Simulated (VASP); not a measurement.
Crystal: W2N.

```
W N
1.0
     2.80475    0.00000    0.00000
    -1.40237    2.42898    0.00000
     0.00000    0.00000   17.47683
W N
6 3
Cartesian
  0.0000 0.0000 1.3263
  0.0000 0.0000 16.1505
  0.0000 1.6193 4.5910
  1.4024 0.8097 12.8858
  0.0000 1.6193 7.2959
  1.4024 0.8097 10.1810
  0.0000 0.0000 8.7384
  0.0000 1.6193 2.6345
  1.4024 0.8097 14.8424
```

The cell comes from a database or a generator and needn't be the stable form of this composition.

Base run:

* Program: VASP 6.6.1
* Functional: r2SCAN
* Potentials or basis: VASP PAW PBE potentials, release 64 (W_sv, N)
* Cutoff: 520 eV
* k mesh: 12 × 12 × 2
* Occupations: gaussian, width 0.1 eV
* Spin: no spin polarisation

Its results: band gap on the k mesh none (metal or under the smearing width); pressure 5.3 GPa; largest force 0.358 eV/Å.

Task: The run is repeated on the same cell with these changes: functional from r2SCAN to PBEsol; cutoff from 520 eV to 700 eV. What comes out?

Result: Band gap on the k mesh none (metal or under the smearing width); pressure 0.0 GPa; largest force 0.008 eV/Å.

Caveats: the PAW data sets were made with another functional, which shifts forces and pressure a little.
